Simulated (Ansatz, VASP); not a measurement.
# Cross-check of GaAsCl2 (Cl-GaAs-Cl chair, 2 layers, AB) between VASP and Ansatz, part 2 of 2

Wanted: the spread between two codes on one cell, functional and k mesh. Of the first pair: The structure shown is the start of the Ansatz relaxation below; VASP solves that cell, so the two are compared at the walk's first step.

VASP 6.6.1 and Ansatz 0.2.0.

So far: Starting point; Ansatz: relaxation, PBE with D3(BJ).

### 3. VASP: single point, PBE with D3(BJ), start cell, pair 1

Level of this step: PBE with D3(BJ); plane waves and PAW (Cl, As, Ga_d) (VASP).

The same cell, functional, mesh and smearing now go to VASP, with its own data sets.

Lines of VASP's logs that name or quote its potential files are left out, and so is its time.

Input file INCAR:

```
SYSTEM = GaAsCl2
PREC = Accurate
ENCUT = 400
EDIFF = 1E-06
NELM = 120
ISMEAR = -1
SIGMA = 0.05
LREAL = .FALSE.
ALGO = Normal
GGA = PE
IVDW = 12
NBANDS = 40
LORBIT = 11
LWAVE = .FALSE.
LCHARG = .FALSE.
ISIF = 2
LDIPOL = .TRUE.
IDIPOL = 3
DIPOL = 0.5 0.5 0.5
LVHAR = .TRUE.
LASPH = .TRUE.
GGA_COMPAT = .FALSE.
EFERMI = MIDGAP
NELMDL = -8
KPAR = 2
```

Input file POSCAR:

```
GaAsCl2
1.0
    3.9765000000      0.0000000000      0.0000000000
   -1.9882500000      3.4437500000      0.0000000000
    0.0000000000      0.0000000000     58.2066670000
Cl As Ga
4 2 2
Direct
    0.6666667151      0.3333334301      0.3831176247
    0.3333332849      0.6666665699      0.4733707395
    0.0000000000      0.0000000000      0.5266292433
    0.6666667151      0.3333334301      0.6168823753
    0.6666667151      0.3333334301      0.4210857839
    0.0000000000      0.0000000000      0.5645974026
    0.3333332849      0.6666665699      0.4348871754
    0.6666667151      0.3333334301      0.5783988113
```

Input file KPOINTS:

```
Automatic mesh
0
Gamma
8 8 1
0 0 0
```

Potentials, in the order of the species: Cl, As and Ga_d (PBE family, release 64).

Run with:

```console
> mpirun -np 2 vasp_std
```

Numbers of over 12 decimals in the logs are rounded to 6 here.

What it wrote:

```text
[banner, memory and clock lines left out]
running    2 mpi-ranks, on    1 nodes
 distrk:  each k-point on    1 cores,    2 groups
 distr:  one band on    1 cores,    1 groups

 POSCAR found type information on POSCAR ClAsGa
 POSCAR found :  3 types and       8 ions
 LDA part: xc-table for (Slater+PW92), standard interpolation
|                                                                             |
|           W    W    AA    RRRRR   N    N  II  N    N   GGGG   !!!           |
|           W    W   A  A   R    R  NN   N  II  NN   N  G    G  !!!           |
|           W    W  A    A  R    R  N N  N  II  N N  N  G       !!!           |
|           W WW W  AAAAAA  RRRRR   N  N N  II  N  N N  G  GGG   !            |
|           WW  WW  A    A  R   R   N   NN  II  N   NN  G    G                |
|           W    W  A    A  R    R  N    N  II  N    N   GGGG   !!!           |
|                                                                             |
|     One of the lattice vectors is very long (>50 A), but AMIN is rather     |
|     large. This can spoil convergence since charge sloshing might occur     |
|     along the long lattice vector. If problems with convergence are         |
|     observed, try to decrease AMIN to a smaller value (e.g. 0.01).          |
|     Note: This warning only applies if the self-consistency cycle is        |
|     used.                                                                   |
|                                                                             |

 POSCAR, INCAR and KPOINTS ok, starting setup
 FFT: planning ... GRIDC
 FFT: planning ... GRID_SOFT
 FFT: planning ... GRID
 WAVECAR not read
 entering main loop
       N       E                     dE             d eps       ncg     rms          rms(c)
DAV:   1     0.479210208096E+03    0.47921E+03   -0.21549E+04   984   0.103E+03
DAV:   2     0.621828045000E+02   -0.41703E+03   -0.40459E+03  1160   0.239E+02
DAV:   3    -0.233556662120E+02   -0.85538E+02   -0.84008E+02  1000   0.106E+02
DAV:   4    -0.279866309238E+02   -0.46310E+01   -0.46007E+01  1144   0.325E+01
DAV:   5    -0.280520215835E+02   -0.65391E-01   -0.65177E-01  1024   0.360E+00
DAV:   6    -0.280551944442E+02   -0.31729E-02   -0.31726E-02  1216   0.832E-01
DAV:   7    -0.280552485742E+02   -0.54130E-04   -0.54127E-04  1024   0.988E-02
DAV:   8    -0.280552505881E+02   -0.20138E-05   -0.20139E-05  1120   0.200E-02    0.102E+01
DAV:   9    -0.271774136490E+02    0.87784E+00   -0.88597E-01  1224   0.179E+01    0.693E+00
DAV:  10    -0.271413846869E+02    0.36029E-01   -0.16499E+00  1152   0.136E+01    0.177E+00
DAV:  11    -0.270968650987E+02    0.44520E-01   -0.42861E-01  1128   0.803E+00    0.754E-01
DAV:  12    -0.270963805334E+02    0.48457E-03   -0.79798E-02   944   0.174E+00    0.374E-01
DAV:  13    -0.270966246740E+02   -0.24414E-03   -0.11249E-02  1120   0.683E-01    0.188E-01
DAV:  14    -0.270970913244E+02   -0.46665E-03   -0.25747E-03   952   0.284E-01    0.120E-01
[...]
DAV:  21    -0.270977875070E+02   -0.34489E-04   -0.80981E-07   688   0.443E-03    0.213E-03
DAV:  22    -0.270978382779E+02   -0.50771E-04   -0.16844E-06   728   0.447E-03    0.183E-03
DAV:  23    -0.270978567870E+02   -0.18509E-04   -0.29854E-07   632   0.202E-03    0.139E-03
DAV:  24    -0.270978706975E+02   -0.13911E-04   -0.32225E-07   624   0.181E-03    0.613E-04
DAV:  25    -0.270978765243E+02   -0.58268E-05   -0.15750E-07   608   0.205E-03    0.447E-04
DAV:  26    -0.270978778305E+02   -0.13062E-05   -0.50543E-08   592   0.102E-03    0.270E-04
DAV:  27    -0.270978792977E+02   -0.14672E-05   -0.30964E-08   576   0.719E-04    0.968E-05
DAV:  28    -0.270978798212E+02   -0.52348E-06   -0.14758E-08   584   0.593E-04
   1 F= -.28595727E+02 E0= -.28595134E+02  d E =-.118599E-02
```

OUTCAR, selected parts (step 3):

```text
ion  position               nearest neighbor table
   1  0.667  0.333  0.383-   5 2.21
   2  0.333  0.667  0.473-   7 2.24
   3  0.000  0.000  0.527-   6 2.21
   4  0.667  0.333  0.617-   8 2.24
   5  0.667  0.333  0.421-   1 2.21   7 2.43   7 2.43   7 2.43
   6  0.000  0.000  0.565-   3 2.21   8 2.43   8 2.43   8 2.43
   7  0.333  0.667  0.435-   2 2.24   5 2.43   5 2.43   5 2.43
   8  0.667  0.333  0.578-   4 2.24   6 2.43   6 2.43   6 2.43

  LATTYP: Found a hexagonal cell.
 ALAT       =     3.9765000000
 C/A-ratio  =    14.6376630202

 Subroutine GETGRP returns: Found  6 space group operations
 (whereof  6 operations were pure point group operations)

The static configuration has the point symmetry C_3v.

 Found     10 irreducible k-points:

   k-points           NKPTS =     10   k-points in BZ     NKDIM =     10   number of bands    NBANDS=     40

   dimension x,y,z NGX =    28 NGY =   28 NGZ =  384
   dimension x,y,z NGXF=    56 NGYF=   56 NGZF=  768

   ENCUT  =  400.0 eV  29.40 Ry    5.42 a.u.   6.48  6.48 94.92*2*pi/ulx,y,z

   NELECT =      64.0000    total number of electrons

 k-points in reciprocal lattice and weights: Automatic mesh
   0.00000000  0.00000000  0.00000000       0.016
   0.12500000  0.00000000  0.00000000       0.094
   0.25000000  0.00000000  0.00000000       0.094
   0.37500000  0.00000000  0.00000000       0.094
   0.50000000  0.00000000  0.00000000       0.047
   0.12500000  0.12500000  0.00000000       0.094
   0.25000000  0.12500000  0.00000000       0.188
   0.37500000  0.12500000  0.00000000       0.188
   0.25000000  0.25000000  0.00000000       0.094
   0.37500000  0.25000000  0.00000000       0.094

 dipolmoment           0.000000      0.000000      0.177316 electrons x Angstroem

 average (electrostatic) potential at core
       1-100.5281       2 -99.3487       3 -99.4160       4 -98.2046       5 -59.8104
       6 -58.6949       7 -75.0619       8 -73.9472

 E-fermi :  -3.6812

 k-point     1 :       0.0000    0.0000    0.0000
  band No.  band energies     occupation
    ...
     28      -4.9569      2.00000
     29      -4.9444      2.00000
     30      -4.9444      2.00000
     31      -3.8351      1.91184
     32      -3.8350      1.91183
     33      -3.5676      0.18697
     34      -3.3328      0.00188
     35      -2.4306      0.00000
     36      -2.1626      0.00000
     37      -0.1827      0.00000
    ...

 k-point     2 :       0.1250    0.0000    0.0000
  band No.  band energies     occupation
    ...
     28      -5.2953      2.00000
     29      -5.1341      2.00000
     30      -5.0257      2.00000
     31      -4.6652      2.00000
     32      -4.0114      1.99729
     33      -3.2768      0.00061
     34      -2.4636      0.00000
     35      -2.1037      0.00000
     36      -1.3443      0.00000
     37      -0.3200      0.00000
    ...

 k-point     3 :       0.2500    0.0000    0.0000
  band No.  band energies     occupation
    ...
     28      -5.8967      2.00000
     29      -5.4398      2.00000
     30      -5.3002      2.00000
     31      -5.2174      2.00000
     32      -4.3097      1.99999
     33      -3.0260      0.00000
     34      -2.2389      0.00000
     35      -1.8732      0.00000
     36      -1.1161      0.00000
     37       0.2859      0.00000
    ...

 Edisp (eV)   -1.49785

  Total       3.35693     3.35693    -7.64905     0.00000     0.00000     0.00000
  in kB       6.74757     6.74757   -15.37492     0.00000     0.00000     0.00000
  external pressure =       -0.63 kB  Pullay stress =        0.00 kB

  energy-cutoff  :      400.00
  volume of cell :      797.09
      direct lattice vectors                 reciprocal lattice vectors
     3.976500000  0.000000000  0.000000000     0.251477430  0.145190563  0.000000000
    -1.988250000  3.443750000  0.000000000     0.000000000  0.290381125  0.000000000
     0.000000000  0.000000000 58.206667000     0.000000000  0.000000000  0.017180163

 POSITION                                       TOTAL-FORCE (eV/Angst)
 -----------------------------------------------------------------------------------
      1.98825      1.14792     22.30000         0.000000     -0.000000      0.386860
     -0.00000      2.29583     27.55333        -0.000000      0.000000     -1.121327
      0.00000      0.00000     30.65333         0.000000     -0.000000      0.356527
      1.98825      1.14792     35.90667        -0.000000      0.000000     -1.182843
      1.98825      1.14792     24.51000         0.000000     -0.000000     -0.207974
      0.00000      0.00000     32.86333        -0.000000     -0.000000     -0.234272
     -0.00000      2.29583     25.31333        -0.000000     -0.000000      0.993858
      1.98825      1.14792     33.66667        -0.000000     -0.000000      1.009172
 -----------------------------------------------------------------------------------
    total drift:                                0.000001     -0.000389      0.000229

  FREE ENERGIE OF THE ION-ELECTRON SYSTEM (eV)
  ---------------------------------------------------
  free  energy   TOTEN  =       -28.5957270311 eV

  energy  without entropy=      -28.5945410376  energy(sigma->0) =      -28.59513403

 vacuum level on the upper side and lower side of the slab         3.248         0.905

 total charge
# of ion       s       p       d       tot
------------------------------------------
    1        1.611   3.456   0.000   5.067
    2        1.608   3.461   0.000   5.070
    3        1.612   3.454   0.000   5.066
    4        1.608   3.461   0.000   5.069
    5        1.225   1.504   0.059   2.788
    6        1.225   1.504   0.059   2.788
    7        0.866   0.795  10.021  11.683
    8        0.865   0.795  10.021  11.681
--------------------------------------------------
tot         10.620  18.431  20.160  49.212

[... 3 further parts left out ...]
```

### 4. Comparison

Known differences besides the potentials themselves: Ansatz cuts the interaction across the vacuum, VASP repeats the sheet with a dipole correction; the data sets hold 84 valence electrons in Ansatz (on its default PAW (the set named soft_2) files) and 64 in VASP; the cutoff is 420 eV in Ansatz and 400 eV in VASP. Total energies have different zeros and are not compared.

Forces (eV/Å; atoms numbered as in POSCAR):

```
atom        Ansatz x, y, z          VASP x, y, z
 Cl1   0.000, 0.000, 0.397   0.000, 0.000, 0.387
 Cl2  0.000, 0.000, -1.112  0.000, 0.000, -1.121
 Cl3   0.000, 0.000, 0.367   0.000, 0.000, 0.357
 Cl4  0.000, 0.000, -1.173  0.000, 0.000, -1.183
 As5  0.000, 0.000, -0.209  0.000, 0.000, -0.208
 As6  0.000, 0.000, -0.234  0.000, 0.000, -0.234
 Ga7   0.000, 0.000, 0.975   0.000, 0.000, 0.994
 Ga8   0.000, 0.000, 0.988   0.000, 0.000, 1.009
```

The forces differ by 7.0 meV/Å r.m.s., which is 1.5 % of the r.m.s. force of 0.458 eV/Å (both taken over all components). With vacuum in the cell, a pressure given here is an average over mostly empty space and none of the material.

### 5. Ansatz: relaxation, PBE with D3(BJ)

This run makes the geometry at which the two programs are then compared.

The structure compared here is the end of the Ansatz relaxation.

Input file input.yaml:

```yaml
crystal:
  lattice:
    - [3.9765, 0.0, 0.0]
    - [-1.98825, 3.4437500181, 0.0]
    - [0.0, 0.0, 58.2066666687]
  atoms:
    - { symbol: Cl, position: [0.6666666667, 0.3333333333, 0.3831176268] }
    - { symbol: As, position: [0.6666666667, 0.3333333333, 0.4210857863] }
    - { symbol: Ga, position: [0.3333333333, 0.6666666667, 0.4348871836] }
    - { symbol: Cl, position: [0.3333333333, 0.6666666667, 0.4733707479] }
    - { symbol: Cl, position: [0.0, 0.0, 0.5266292521] }
    - { symbol: As, position: [0.0, 0.0, 0.5645974115] }
    - { symbol: Ga, position: [0.6666666667, 0.3333333333, 0.5783988088] }
    - { symbol: Cl, position: [0.6666666667, 0.3333333333, 0.6168823732] }
  periodic: [true, true, false]
kpoints:
  mp_grid: { grid: [8, 8, 1] }
hamiltonian:
  xc: pbe
  dispersion: d3bj
scf:
  occupations: { method: fermi_dirac, width: 0.05 }
  convergence: { dr2_threshold: 1.0e-09 }
relax:
  f_tol: 0.015
  max_steps: 90
  cell: {}
output:
  write_potential: true
  write_density: true
  volumetric_format: npy
```

Run with:

```console
> ansatz run input.yaml --threads 4 --pin off --max-ram 12288MiB --backend cpu --events-out ev --progress --plain --runs-dir out
```

What it wrote:

```text
[...]
Crystal: 8 atoms, lattice volume = 797.086 Å³
Basis set: ecut = 420 eV, 15723 PW (Γ), exchange–correlation on 54×54×800 points (8 copies of the dense FFT grid, shifted against one another)
Bands: 51, of which v1, the nominal top of the filled ones, is band 42 counted from 1 (41 counted from 0)
Symmetry: 6 space group operations
[...]
- { symbol: As, position: [0.666667, 0.333333, 0.426229] }
    - { symbol: Ga, position: [0.333333, 0.666667, 0.438778] }
    - { symbol: Cl, position: [0.333333, 0.666667, 0.475862] }
    - { symbol: Cl, position: [1.7347234758152478e-17, -9.251858538489117e-17, 0.523606] }
    - { symbol: As, position: [1.7347234758152478e-17, -9.251858538489117e-17, 0.561168] }
    - { symbol: Ga, position: [0.666667, 0.333333, 0.573824] }
    - { symbol: Cl, position: [0.666667, 0.333333, 0.610868] }
[key lines of the parts left out:]
SCF converged after 7 iterations
Free energy (F): -21602.672300 eV
Fermi energy:    -6.018019 eV
P = ½ c Tr σ = 0.0125 N/m
```

### 6. VASP: single point, PBE with D3(BJ), relaxed cell, pair 2

The same cell, functional, mesh and smearing now go to VASP, with its own data sets.

INCAR is that of step 3.

Input file POSCAR:

```
GaAsCl2
1.0
    4.1160017893      0.0000000000      0.0000000000
   -2.0580008946      3.5645621115      0.0000000000
    0.0000000000      0.0000000000     58.2066666687
Cl As Ga
4 2 2
Direct
    0.6666666667      0.3333333333      0.3886346206
    0.3333333333      0.6666666667      0.4758619678
    0.0000000000      0.0000000000      0.5236055393
    0.6666666667      0.3333333333      0.6108680688
    0.6666666667      0.3333333333      0.4262290181
    0.0000000000      0.0000000000      0.5611679854
    0.3333333333      0.6666666667      0.4387783656
    0.6666666667      0.3333333333      0.5738236245
```

KPOINTS is that of step 3.

Run with:

```console
> mpirun -np 2 vasp_std
```

What it wrote:

```text
[banner, memory and clock lines left out]
running    2 mpi-ranks, on    1 nodes
[...]
LDA part: xc-table for (Slater+PW92), standard interpolation
 [... a notice as in an earlier step ...]

 POSCAR, INCAR and KPOINTS ok, starting setup
[...]
entering main loop
       N       E                     dE             d eps       ncg     rms          rms(c)
DAV:   1     0.477240721668E+03    0.47724E+03   -0.21144E+04   984   0.101E+03
DAV:   2     0.652305754905E+02   -0.41201E+03   -0.39917E+03  1160   0.233E+02
DAV:   3    -0.231140650257E+02   -0.88345E+02   -0.87129E+02   968   0.106E+02
DAV:   4    -0.282188457171E+02   -0.51048E+01   -0.50770E+01  1176   0.342E+01
[...]
DAV:  28    -0.274194025139E+02   -0.11916E-05   -0.32018E-08   616   0.815E-04    0.203E-04
DAV:  29    -0.274194035297E+02   -0.10158E-05   -0.23737E-08   616   0.103E-03    0.296E-04
DAV:  30    -0.274194036542E+02   -0.12446E-06   -0.97764E-09   592   0.528E-04
   1 F= -.28852325E+02 E0= -.28851246E+02  d E =-.215863E-02
```

Parts of OUTCAR (step 6):

```text
 Edisp (eV)   -1.43292

  Total      -0.08909    -0.08909    -0.21923    -0.00000     0.00000    -0.00000
  in kB      -0.16715    -0.16715    -0.41129    -0.00000     0.00000    -0.00000
  external pressure =       -0.25 kB  Pullay stress =        0.00 kB

 POSITION                                       TOTAL-FORCE (eV/Angst)
 -----------------------------------------------------------------------------------
      2.05800      1.18819     22.62113        -0.000000      0.000000     -0.013863
     -0.00000      2.37637     27.69834        -0.000000      0.000000     -0.027881
      0.00000      0.00000     30.47733        -0.000000      0.000000     -0.007472
      2.05800      1.18819     35.55659        -0.000000      0.000000     -0.027856
      2.05800      1.18819     24.80937        -0.000000      0.000000      0.007059
      0.00000      0.00000     32.66372        -0.000000     -0.000000      0.001496
     -0.00000      2.37637     25.53983         0.000000     -0.000000      0.033013
      2.05800      1.18819     33.40036         0.000000      0.000000      0.035504
 -----------------------------------------------------------------------------------
    total drift:                               -0.000001      0.000000     -0.001749

  FREE ENERGIE OF THE ION-ELECTRON SYSTEM (eV)
  ---------------------------------------------------
  free  energy   TOTEN  =       -28.8523250410 eV

  energy  without entropy=      -28.8501664150  energy(sigma->0) =      -28.85124573

[... 1 part as in an earlier step ...]

[... 2 further parts left out ...]
[key lines of the parts left out:]
E-fermi :  -4.0534
```

### 7. Comparison

What differs besides the data sets and the points named for the pairs above, as far as they apply: the data sets hold 84 valence electrons in Ansatz (on its default PAW (the set named soft_2) files) and 64 in VASP. Total energies have different zeros and are not compared.

Compared:

```
              quantity  Ansatz   VASP  difference
gap on the k mesh (eV)   0.173  0.171      +0.002
```

At this near-relaxed geometry the largest component of a force difference is 33 meV/Å. A gap on the mesh is an upper bound, since the band edges may lie between its points. With vacuum in the cell, a pressure given here is an average over mostly empty space and none of the material.

### 8. Other set-ups

Further runs change the set-up of one program: Ansatz's method, potentials or start, or VASP's data sets, cutoff or form of LDA. The table gives Ansatz less VASP for each quantity, since a change that brings one quantity closer may part another.

```
                                                             run  r.m.s. force difference (meV/Å)  gap on the k mesh (eV)
                                                        as above                               13                  0.0017
VASP with the data sets Cl, As_d and Ga_d and a cutoff of 520 eV                               24                  0.0018
```

### 9. Results

```yaml
r_m_s_force_difference_single_point_pbe_with_d3_bj_start_cell_pair_1: 1.5 % of the r.m.s. force
r_m_s_force_difference_single_point_pbe_with_d3_bj_relaxed_cell_pair_2: 13 meV/Å
```

What this shows: The r.m.s. force difference is 13 meV/Å (single point, PBE with D3(BJ), relaxed cell, pair 2), beyond the 12 meV/Å picked in this series as the mark of a large difference. The data sets hold unlike numbers of valence electrons (84 in Ansatz and 64 in VASP), so part of the differences comes from the potentials. Single point, PBE with D3(BJ), relaxed cell, pair 2, VASP with the data sets Cl, As_d and Ga_d and a cutoff of 520 eV: r.m.s. force difference goes from 13 to 24 meV/Å. Such differences can come from data sets, numerical settings and the points named under the comparisons, not from the functional's error against experiment.

[Lines on the potential files, build, host, timing and source positions are cut from VASP's logs without a mark.]

[Logs are printed without paths, hosts, clocks, repeated set-up lines and the standing remarks that a program may print on its own settings, such as how far it seeks lower states.]

[Hosts, paths, dates, database ids (printed as entryN), source tags and the programs' standing remarks are cut or masked in the printed files.]
